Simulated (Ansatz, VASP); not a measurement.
## Ta2NO2: VASP beside Ansatz

Aim: how closely do two programs agree when they are given the same cell, functional and k mesh? The structure shown is the start of the Ansatz relaxation below; VASP solves that cell, so the two are compared at the walk's first step.

Calculated with Ansatz 0.2.0; plane waves, with VASP 6.6.1 beside it; single point at PBEsol.

### Step 1. The structure

The cell holds 5 atoms: 1 N, 2 Ta and 2 O. Its edges and angles: a = 3.101 Å, b = 3.101 Å, c = 32.600 Å, α = 90.0°, β = 90.0°, γ = 120.0°. Vacuum lies along c.

### Step 2. Ansatz: relaxation, PBEsol

Ansatz runs on its PAW soft_1 files.

The two programs are compared at the cell with which this relaxation starts, whose forces are those of its first step.

input.yaml

```yaml
crystal:
  lattice:
    - [3.1005630517, 0.0, 0.0]
    - [-1.5502815259, 2.6851663688, 0.0]
    - [0.0, 0.0, 32.6]
  atoms:
    - { symbol: "N", position: [0.0, 0.0, 0.3067484663] }
    - { symbol: Ta, position: [0.3333333333, 0.6666666667, 0.343108993] }
    - { symbol: Ta, position: [0.6666666667, 0.3333333333, 0.2703879395] }
    - { symbol: O, position: [0.6666666667, 0.3333333333, 0.3761651473] }
    - { symbol: O, position: [0.3333333333, 0.6666666667, 0.2373317852] }
  periodic: [true, true, false]
kpoints:
  mp_grid: { grid: [15, 15, 1] }
hamiltonian:
  xc: pbesol
  pseudopotentials: { kind: paw, azcp: { folder: soft_1 }, xc_functional: pbe }
scf:
  occupations: { method: gaussian, width: 0.1 }
output:
  forces: true
  stress: true
  eigenvalues: true
relax:
  adjacent_minimum: "off"
  f_tol: 0.005
  max_steps: 80
  cell: { stress_2d_tol: 0.02 }
```

On the command line:

```
$ ansatz run input.yaml --threads 4 --pin off --max-ram 16384MiB --backend cpu --events-out ev --progress --plain --runs-dir out
```

Numbers of over 12 decimals in the logs are rounded to 6 here.

Log:

```text
Engine: ansatz 0.2.0, aarch64-unknown-linux-gnu
Pseudopotentials: kind: paw
Pseudopotential: N, paw, valence charge 5, recommended cutoff 420 eV (normal), soft_1/N.paw.azcp
Pseudopotential: Ta, paw, valence charge 13, recommended cutoff 420 eV (normal), soft_1/Ta.paw.azcp
Pseudopotential: O, paw, valence charge 6, recommended cutoff 420 eV (normal), soft_1/O.paw.azcp
Functional definition: PBEsol
  exchange = pbesol_x
  correlation = pbesol_c
Crystal: 5 atoms, lattice volume = 271.412 Å³
Basis set: ecut = 420 eV, 5257 PW (Γ), exchange–correlation on 48×48×450 points (8 copies of the dense FFT grid, shifted against one another)
Bands: 27, of which v1, the nominal top of the filled ones, is band 22 counted from 1 (21 counted from 0)
Symmetry: 12 space group operations
Space group: P-3m1 (ITA 164), of the structure as read, at distance tolerance 6.5e-5 Å
k-points: 27 of 225
Non-local potential: N, projectors of the file, l = 0: 2, l = 1: 2, l = 2: 1
Non-local potential: Ta, projectors of the file, l = 0: 3, l = 1: 2, l = 2: 2, l = 3: 1
Non-local potential: O, projectors of the file, l = 0: 2, l = 1: 2, l = 2: 1
PAW form: soft (Blöchl's): semilocal exchange-correlation on the pseudo side does not see the compensation charge
PAW frozen core: N, regenerated for the run's functional, and the local potential with it (the file was generated under x = pbe(κ = 0.804, μ = 0.219515), c = pbe(β = 0.066725))
PAW frozen core: Ta, regenerated for the run's functional, and the local potential with it (the file was generated under x = pbe(κ = 0.804, μ = 0.219515), c = pbe(β = 0.066725))
PAW frozen core: O, regenerated for the run's functional, and the local potential with it (the file was generated under x = pbe(κ = 0.804, μ = 0.219515), c = pbe(β = 0.066725))
PAW one-centre angular grid: N, 110 points (default); XC on 64 Gauss nodes
PAW one-centre angular grid: Ta, 590 points (default); XC on 64 Gauss nodes
PAW one-centre angular grid: O, 110 points (default); XC on 64 Gauss nodes
Initial density: superposition of atomic densities (neutral atoms: chi_scale 0, normalization atom)
Initial wavefunctions: pseudopotential atomic-orbital guess
Functional: x = pbesol(κ = 0.804, μ = 0.123457), c = pbesol(β = 0.046)
SCF iter   1: F=—  HF=-21123.999510 eV  |F-HF|=—  |Δ(HF+E_count)|=         —  Δρ=7.27e-2  dr2=1.63e1  ethr=3.10e-3  ⟨swp⟩=13.1  Hψ=5702  notcnv=0
preconditioner: auto → LDOS  [metal: Δε(μ)=0.009 eV  Ē_g=12.541 eV  σ=0.100 eV  W_gap=0.05  n_scr=20 (ndim 8)  ℏωp=11.7 eV  f_vac=0.762  D(μ)=0.87/eV (n_scr^D=6)  β→1.0]
SCF iter   2: F=—  HF=-21126.093904 eV  |F-HF|=—  |Δ(HF+E_count)|=    2.09e0  Δρ=1.15e-1  dr2=3.40e1  ethr=3.10e-3  ⟨swp⟩=6.9  Hψ=2982  notcnv=0  defer=20
SCF iter   3: F=—  HF=-21119.798171 eV  |F-HF|=—  |Δ(HF+E_count)|=    6.30e0  Δρ=2.50e-2  dr2=1.09e0  ethr=3.10e-3  ⟨swp⟩=6.2  Hψ=2573  notcnv=0  defer=17
SCF iter   4: F=—  HF=-21119.596477 eV  |F-HF|=—  |Δ(HF+E_count)|=   2.02e-1  Δρ=3.62e-3  dr2=1.20e-1  ethr=2.52e-3  ⟨swp⟩=3.1  Hψ=1662  notcnv=0  defer=20
SCF iter   5: F=—  HF=-21119.577454 eV  |F-HF|=—  |Δ(HF+E_count)|=   1.90e-2  Δρ=2.54e-3  dr2=3.22e-2  ethr=2.78e-4  ⟨swp⟩=3.5  Hψ=1620  notcnv=0  defer=20
SCF iter   6: F=—  HF=-21119.571838 eV  |F-HF|=—  |Δ(HF+E_count)|=   5.62e-3  Δρ=7.28e-4  dr2=3.26e-3  ethr=7.48e-5  ⟨swp⟩=3.2  Hψ=1340  notcnv=0  defer=20
SCF iter   7: F=—  HF=-21119.571447 eV  |F-HF|=—  |Δ(HF+E_count)|=   3.91e-4  Δρ=3.30e-4  dr2=6.23e-4  ethr=7.59e-6  ⟨swp⟩=3.8  Hψ=1752  notcnv=0  defer=20
SCF iter   8: F=—  HF=-21119.571300 eV  |F-HF|=—  |Δ(HF+E_count)|=   1.47e-4  Δρ=7.72e-5  dr2=3.76e-5  ethr=1.45e-6  ⟨swp⟩=3.0  Hψ=1292  notcnv=0  defer=20
SCF iter   9: F=—  HF=-21119.571325 eV  |F-HF|=—  |Δ(HF+E_count)|=   2.52e-5  Δρ=1.89e-5  dr2=1.24e-6  ethr=8.75e-8  ⟨swp⟩=3.5  Hψ=1717  notcnv=0  defer=20
iter 10 did not close the SCF: its close was put off until two iterations running show no level that it waits for move by more than its bar (scf_convergence_deferred on its scf_iter line)
SCF iter  10: F=-21119.571325 eV  HF=-21119.571325 eV  |F-HF|=2.31e-8  |Δ(HF+E_count)|=   2.65e-7  Δρ=4.09e-6  dr2=3.83e-8  ethr=2.33e-10  ⟨swp⟩=19.3  Hψ=6979  notcnv=0
iter 11 did not close the SCF: its close was put off until two iterations running show no level that it waits for move by more than its bar (scf_convergence_deferred on its scf_iter line)
SCF iter  11: F=-21119.571325 eV  HF=-21119.571325 eV  |F-HF|=3.60e-10  |Δ(HF+E_count)|=   6.04e-9  Δρ=7.90e-7  dr2=1.25e-9  ethr=8.91e-11  ⟨swp⟩=4.8  Hψ=3647  notcnv=0
SCF iter  12: F=-21119.571325 eV  HF=-21119.571325 eV  |F-HF|=1.31e-10  |Δ(HF+E_count)|=  2.29e-10  Δρ=1.07e-7  dr2=1.53e-11  ethr=2.91e-12  ⟨swp⟩=4.0  Hψ=2752  notcnv=0
SCF 1 converged in 12 iterations: F = -21119.571325 eV  dr2 = 1.53e-11
[...]
SCF iter   2: F=—  HF=-21119.571039 eV  |F-HF|=—  |Δ(HF+E_count)|=   2.85e-5  Δρ=1.01e-4  dr2=5.99e-5  ethr=4.87e-7  ⟨swp⟩=3.6  Hψ=1490  notcnv=0
SCF iter   3: F=—  HF=-21119.571056 eV  |F-HF|=—  |Δ(HF+E_count)|=   1.71e-5  Δρ=2.11e-5  dr2=2.43e-6  ethr=1.39e-7  ⟨swp⟩=3.6  Hψ=1455  notcnv=0
iter 4 did not close the SCF: its close was put off until two iterations running show no level that it waits for move by more than its bar (scf_convergence_deferred on its scf_iter line)
SCF iter   4: F=-21119.571056 eV  HF=-21119.571056 eV  |F-HF|=9.40e-8  |Δ(HF+E_count)|=   2.80e-8  Δρ=5.83e-6  dr2=5.90e-8  ethr=3.03e-10  ⟨swp⟩=12.0  Hψ=5934  notcnv=0
iter 5 did not close the SCF: its close was put off until two iterations running show no level that it waits for move by more than its bar (scf_convergence_deferred on its scf_iter line)
SCF iter   5: F=-21119.571056 eV  HF=-21119.571056 eV  |F-HF|=2.33e-8  |Δ(HF+E_count)|=   9.08e-8  Δρ=1.52e-6  dr2=4.03e-9  ethr=1.37e-10  ⟨swp⟩=5.6  Hψ=3532  notcnv=0
SCF iter   6: F=-21119.571056 eV  HF=-21119.571056 eV  |F-HF|=1.01e-9  |Δ(HF+E_count)|=   2.41e-8  Δρ=4.34e-7  dr2=3.64e-10  ethr=9.36e-12  ⟨swp⟩=4.2  Hψ=3129  notcnv=0
SCF 2 converged in 6 iterations: F = -21119.571056 eV  dr2 = 3.64e-10
relax step   2: F+E_penalty+E_count = -21119.57105635 eV  Δ(F+E_penalty+E_count) = +2.689e-4 eV  max|allowed force component| = 4.776e-2 eV/Å  Δτ_max = 0.0056 Å  P = -0.025 N/m  Ω = 271.791 Å³  energy of the carried Pulay correction = -1.932e-4 eV  fix = [c, alpha, beta]  (6 SCF iters, dr2 threshold 1.30e-7 eV, rejected (line search))
[...]
relax step   3: F+E_penalty+E_count = -21119.57133632 eV  Δ(F+E_penalty+E_count) = -1.111e-5 eV  max|allowed force component| = 1.825e-3 eV/Å  Δτ_max = 0.0022 Å  P = -0.002 N/m  Ω = 271.563 Å³  energy of the carried Pulay correction = -7.705e-5 eV  fix = [c, alpha, beta]  reactions: c -0.000 N/m  (8 SCF iters, accepted)
[...]
relax step   4: F+E_penalty+E_count = -21119.57141279 eV  Δ(F+E_penalty+E_count) = -7.647e-5 eV  max|allowed force component| = 1.831e-3 eV/Å  Δτ_max = 0.0000 Å  P = +0.000 N/m  Ω = 271.563 Å³  fix = [c, alpha, beta]  reactions: c +0.000 N/m  stress off target by 4.43e-5 N/m on what of the cell is left free  SCF on the basis re-selected at this cell (its energy is not comparable with the rows above)  (5 SCF iters)
basis re-selected at this cell: Δ(F+E_penalty+E_count) = -7.647e-5 eV, ΔP = +0.002 N/m vs the last step (what re-selecting the basis moved, of the pressure what is left beyond the Pulay correction that the steps carried, after the strain that the cell walked since its last selection, with what the two solves' SCF thresholds leave and, on support functions, any second-order correction that the steps lacked; it is no m [...]
SCF converged after 5 iterations
Free energy (F): -21119.571413 eV
Harris-Foulkes:  -21119.571413 eV  (|F-HF|=7.28e-11)
Internal energy: -21119.566351 eV  (E = F + TS)
E sigma→0 (E₀):  -21119.568882 eV
Entropy (-TS):   -0.005062 eV (-1.012 meV/atom)
Fermi energy:    -5.299968 eV
--- Per-component energies (eV) ---
  E_band       = -1166.199775
  E_kinetic    = 1253.620336
  E_local      = -129012.533106  (includes V_loc(G=0)·N_el)
  E_nonlocal   = 123.990923
  E_hartree    = 63754.969362
  E_xc         = -839.080038
  E_vxc        = -724.882470  (∫ρ·V_xc dr)
  E_paw        = -16799.733179  (= ΣΔE_a)
  E_vpaw       = -316.336595  (= ΣTr[D̂ρ^β])
  E_aug_tail   = 0.002496  (compensation charges beyond the density's cutoff)
  E_ewald      = 60398.670755
  E_core_change = 0.526100  (= ΣΔE_core)
  E_smearing   = -0.005062  (= −TS)
  E_closure    = 0.000000  (closes the sum)
  Σ components = -21119.571413   (vs F -21119.571413, Δ=0.00e0)
--- Forces (eV/Å), atoms counted from 1 ---
  atom   1  N     -0.00000000     0.00000000     0.00000000
  atom   2  Ta     0.00000000     0.00000000    -0.00183094
  atom   3  Ta    -0.00000000    -0.00000000     0.00183094
  atom   4  O      0.00000000     0.00000000     0.00110417
  atom   5  O     -0.00000000    -0.00000000    -0.00110417
  max |Σ_I F_I| component: 6.94e-18 eV/Å
--- 2D stress c σ (N/m, compression-positive) ---
        0.000044       0.000000      -0.000000
        0.000000       0.000044       0.000000
       -0.000000       0.000000       0.000000
  P = ½ c Tr σ = 0.0000 N/m
--- Band table (eV; the first three rows and the last of 27) ---
  k-point 0: bands = [... 18 lower, -9.1599, -9.1599, -6.5647, -6.5647, -5.6547, -3.8392, -3.8392, -3.2665, ... 1 higher]
  k-point 1: bands = [... 18 lower, -9.3219, -9.2156, -6.5310, -6.3594, -5.6529, -3.7828, -3.7621, -3.2299, ... 1 higher]
  k-point 2: bands = [... 18 lower, -9.6525, -9.0442, -6.7076, -5.8973, -5.4414, -3.6082, -3.5815, -3.1272, ... 1 higher]
  k-point 26: bands = [... 18 lower, -10.1912, -10.1912, -5.2054, -5.1829, -5.1829, -2.7024, -2.5891, -2.5891, ... 1 higher]
--- Relaxed structure (3 steps of the walk, 2 accepted, 1 SCFs on fresh bases) ---
  F+E_penalty+E_count = -21119.57141279 eV   max|allowed force component| = 1.831e-3 eV/Å   (the final SCF, on the basis selected at the relaxed cell)
  cell:  # Å, volume = 271.5634 Å³
    - [3.101426, 2.887552142441179e-11, 0]
    - [-1.550713, 2.685914, 0]
    - [0, 0, 32.6]
  atoms:
    - { symbol: N, position: [0, 0, 0.306748] }
    - { symbol: Ta, position: [0.333333, 0.666667, 0.343053] }
    - { symbol: Ta, position: [0.666667, 0.333333, 0.270444] }
    - { symbol: O, position: [0.666667, 0.333333, 0.376099] }
    - { symbol: O, position: [0.333333, 0.666667, 0.237398] }
```

Reading the cycles: dr2 is the Hartree energy of the density residual (eV), the measure of convergence; HF is the Harris–Foulkes estimate of the energy, which meets the free energy F at convergence.

### Step 3. VASP: single point, PBEsol, start cell, pair 1

The same cell, functional, mesh and smearing now go to VASP, with its own data sets.

Lines of VASP's logs that name or quote its potential files are left out, and so is its time.

INCAR

```
SYSTEM = Ta2NO2
PREC = Accurate
ENCUT = 520
EDIFF = 1E-06
NELM = 120
ISMEAR = 0
SIGMA = 0.1
LREAL = .FALSE.
ALGO = Normal
GGA = PS
NBANDS = 25
LASPH = .TRUE.
LORBIT = 11
LWAVE = .FALSE.
LCHARG = .FALSE.
ISIF = 2
LDIPOL = .TRUE.
IDIPOL = 3
DIPOL = 0.5 0.5 0.307
LVHAR = .TRUE.
GGA_COMPAT = .FALSE.
NELMDL = -8
KPAR = 2
```

POSCAR

```
Ta2NO2
1.0
    3.1005630000      0.0000000000      0.0000000000
   -1.5502820000      2.6851660000      0.0000000000
    0.0000000000      0.0000000000     32.6000000000
N Ta O
1 2 2
Direct
    0.0000000000      0.0000000000      0.3067484663
    0.3333335029      0.6666667908      0.3431089877
    0.6666668196      0.3333332092      0.2703879448
    0.6666668196      0.3333332092      0.3761651534
    0.3333335029      0.6666667908      0.2373317791
```

KPOINTS

```
Automatic mesh
0
Gamma
15 15 1
0 0 0
```

Potentials, in the order of the species: N, Ta_pv and O (PBE family, release 64).

On the command line:

```
$ mpirun -np 2 vasp_std
```

Log:

```text
[banner, memory and clock lines left out]
running    2 mpi-ranks, on    1 nodes
 distrk:  each k-point on    1 cores,    2 groups
 distr:  one band on    1 cores,    1 groups

 POSCAR found type information on POSCAR N TaO
 POSCAR found :  3 types and       5 ions
|                                                                             |
|               ----> ADVICE to this user running VASP <----                  |
|                                                                             |
|     You enforced a specific xc type in the INCAR file but a different       |
|     [... a line on the potential file left out ...]
|     I HOPE YOU KNOW WHAT YOU ARE DOING!                                     |
|                                                                             |

 LDA part: xc-table for (Slater+PW92), standard interpolation
 POSCAR, INCAR and KPOINTS ok, starting setup
 FFT: planning ... GRIDC
 FFT: planning ... GRID_SOFT
 FFT: planning ... GRID
 WAVECAR not read
 entering main loop
       N       E                     dE             d eps       ncg     rms          rms(c)
DAV:   1     0.350980542884E+03    0.35098E+03   -0.19517E+04  1638   0.124E+03
DAV:   2    -0.193061046280E+02   -0.37029E+03   -0.36391E+03  1820   0.314E+02
DAV:   3    -0.599865607456E+02   -0.40680E+02   -0.40346E+02  1712   0.106E+02
DAV:   4    -0.609712211679E+02   -0.98466E+00   -0.97647E+00  1787   0.178E+01
DAV:   5    -0.609919314738E+02   -0.20710E-01   -0.20676E-01  1796   0.239E+00
DAV:   6    -0.609926226110E+02   -0.69114E-03   -0.69088E-03  1852   0.433E-01
DAV:   7    -0.609926410843E+02   -0.18473E-04   -0.18470E-04  1812   0.672E-02
DAV:   8    -0.609926419252E+02   -0.84090E-06   -0.84100E-06  1500   0.138E-02    0.385E+01
DAV:   9    -0.540479076135E+02    0.69447E+01   -0.42280E+01  1713   0.413E+01    0.171E+01
DAV:  10    -0.538167717954E+02    0.23114E+00   -0.39314E+00  1614   0.125E+01    0.808E+00
DAV:  11    -0.537069855512E+02    0.10979E+00   -0.84174E-01  1783   0.644E+00    0.710E-01
DAV:  12    -0.536977510507E+02    0.92345E-02   -0.83535E-02  1704   0.188E+00    0.280E-01
DAV:  13    -0.536977087456E+02    0.42305E-04   -0.22941E-02  1689   0.889E-01    0.250E-01
DAV:  14    -0.536968029267E+02    0.90582E-03   -0.34779E-03  1660   0.361E-01    0.707E-02
[...]
DAV:  19    -0.536972594950E+02   -0.16870E-03   -0.33771E-05  1569   0.257E-02    0.690E-03
DAV:  20    -0.536972770567E+02   -0.17562E-04   -0.44466E-06  1372   0.138E-02    0.307E-03
DAV:  21    -0.536973211973E+02   -0.44141E-04   -0.21530E-06  1181   0.741E-03    0.215E-03
DAV:  22    -0.536973469031E+02   -0.25706E-04   -0.15708E-06  1011   0.597E-03    0.221E-03
DAV:  23    -0.536973550631E+02   -0.81600E-05   -0.51498E-07   789   0.439E-03    0.627E-04
DAV:  24    -0.536973595081E+02   -0.44450E-05   -0.40131E-07   814   0.299E-03    0.516E-04
DAV:  25    -0.536973614275E+02   -0.19194E-05   -0.11300E-07   731   0.156E-03    0.568E-04
DAV:  26    -0.536973623672E+02   -0.93974E-06   -0.66633E-08   741   0.119E-03
   1 F= -.53697362E+02 E0= -.53694891E+02  d E =-.494330E-02
```

From OUTCAR (step 3):

```text
ion  position               nearest neighbor table
   1  0.000  0.000  0.307-   2 2.15   3 2.15   2 2.15   3 2.15   2 2.15   3 2.15
   2  0.333  0.667  0.343-   4 2.09   4 2.09   4 2.09   1 2.15   1 2.15   1 2.15   3 2.97   3 2.97
                             3 2.97
   3  0.667  0.333  0.270-   5 2.09   5 2.09   5 2.09   1 2.15   1 2.15   1 2.15   2 2.97   2 2.97
                             2 2.97
   4  0.667  0.333  0.376-   2 2.09   2 2.09   2 2.09
   5  0.333  0.667  0.237-   3 2.09   3 2.09   3 2.09

  LATTYP: Found a hexagonal cell.
 ALAT       =     3.1005630000
 C/A-ratio  =    10.5142195143

 Subroutine GETGRP returns: Found 12 space group operations
 (whereof  6 operations were pure point group operations)

The static configuration has the point symmetry C_3v.
 The point group associated with its full space group is D_3d.

 Found     27 irreducible k-points:

   k-points           NKPTS =     27   k-points in BZ     NKDIM =     27   number of bands    NBANDS=     25

   dimension x,y,z NGX =    24 NGY =   24 NGZ =  250
   dimension x,y,z NGXF=    48 NGYF=   48 NGZF=  500

   ENCUT  =  520.0 eV  38.22 Ry    6.18 a.u.   5.76  5.76 60.61*2*pi/ulx,y,z

   NELECT =      39.0000    total number of electrons

 k-points in reciprocal lattice and weights: Automatic mesh
   0.00000000  0.00000000  0.00000000       0.004
   0.06666667  0.00000000  0.00000000       0.027
   0.13333333  0.00000000  0.00000000       0.027
   0.20000000 -0.00000000  0.00000000       0.027
   0.26666667  0.00000000  0.00000000       0.027
   0.33333333  0.00000000  0.00000000       0.027
   0.40000000  0.00000000  0.00000000       0.027
   0.46666667 -0.00000000  0.00000000       0.027
   0.06666667  0.06666667  0.00000000       0.027
[...]
0.33333333  0.26666667  0.00000000       0.053
   0.33333333  0.33333333  0.00000000       0.009

 dipolmoment           0.000000      0.000000      0.000002 electrons x Angstroem

 average (electrostatic) potential at core
       1 -73.7246       2 -46.8526       3 -46.8526       4 -79.3541       5 -79.3542

 E-fermi :  -2.8313

 k-point     1 :       0.0000    0.0000    0.0000
  band No.  band energies     occupation
    ...
     17      -6.6704      2.00000
     18      -6.6704      2.00000
     19      -4.1081      2.00000
     20      -4.1081      2.00000
     21      -3.1929      2.00000
     22      -1.4019      0.00000
     23      -1.4019      0.00000
     24      -0.8023      0.00000
     25       0.0208      0.00000

 k-point     2 :       0.0667    0.0000    0.0000
  band No.  band energies     occupation
    ...
     17      -6.8355      2.00000
     18      -6.7278      2.00000
     19      -4.0712      2.00000
     20      -3.8997      2.00000
     21      -3.1906      2.00000
     22      -1.3456      0.00000
     23      -1.3231      0.00000
     24      -0.7684      0.00000
     25       0.1639      0.00000

 k-point     3 :       0.1333    0.0000    0.0000
  band No.  band energies     occupation
    ...
     17      -7.1709      2.00000
     18      -6.5550      2.00000
     19      -4.2454      2.00000
     20      -3.4340      2.00000
     21      -2.9757      1.95887
     22      -1.1665      0.00000
     23      -1.1438      0.00000
     24      -0.6711      0.00000
     25       0.0206      0.00000

  Total        0.4939744      0.4939743      0.1776495     -0.0000001      0.0000000     -0.0000000
  in kB        2.9159881      2.9159874      1.0486852     -0.0000005      0.0000000     -0.0000000
  external PRESSURE =       2.2935536 kB  Pullay stress =       0.0000000 kB

  energy-cutoff  :      520.00
  volume of cell :      271.41
      direct lattice vectors                 reciprocal lattice vectors
     3.100563000  0.000000000  0.000000000     0.322522071  0.186208287  0.000000000
    -1.550282000  2.685166000  0.000000000     0.000000000  0.372416454  0.000000000
     0.000000000  0.000000000 32.600000000     0.000000000  0.000000000  0.030674847

 POSITION                                       TOTAL-FORCE (eV/Angst)
 -----------------------------------------------------------------------------------
      0.00000      0.00000     10.00000        -0.000000      0.000000     -0.000000
     -0.00000      1.79011     11.18535        -0.000000     -0.000000     -0.047612
      1.55028      0.89506      8.81465        -0.000000      0.000000      0.047612
      1.55028      0.89506     12.26298         0.000000      0.000000      0.080205
     -0.00000      1.79011      7.73702        -0.000000     -0.000000     -0.080205
 -----------------------------------------------------------------------------------
    total drift:                               -0.001309      0.000000      0.000084

  FREE ENERGIE OF THE ION-ELECTRON SYSTEM (eV)
  ---------------------------------------------------
  free  energy   TOTEN  =       -53.6973623672 eV

  energy  without entropy=      -53.6924190694  energy(sigma->0) =      -53.69489072

 vacuum level on the upper side and lower side of the slab         2.503         2.503

 total charge
# of ion       s       p       d       tot
------------------------------------------
    1        1.237   2.564   0.000   3.801
    2        0.297   6.265   2.387   8.948
    3        0.297   6.265   2.387   8.948
    4        1.562   3.453   0.000   5.015
    5        1.562   3.453   0.000   5.015
--------------------------------------------------
tot          4.954  21.999   4.773  31.726

[... 3 further parts left out ...]
```

This run has no spin polarisation. Its electron count is odd, so without a moment it is a metal by construction.

(Part 1 of 2 ends here.)

[Lines on the potential files, build, host, timing and source positions are cut from VASP's logs without a mark.]

[Logs are printed without paths, hosts, clocks, repeated set-up lines and the standing remarks that a program may print on its own settings, such as how far it seeks lower states.]

[Hosts, paths, dates, database ids (printed as entryN), source tags and the programs' standing remarks are cut or masked in the printed files.]
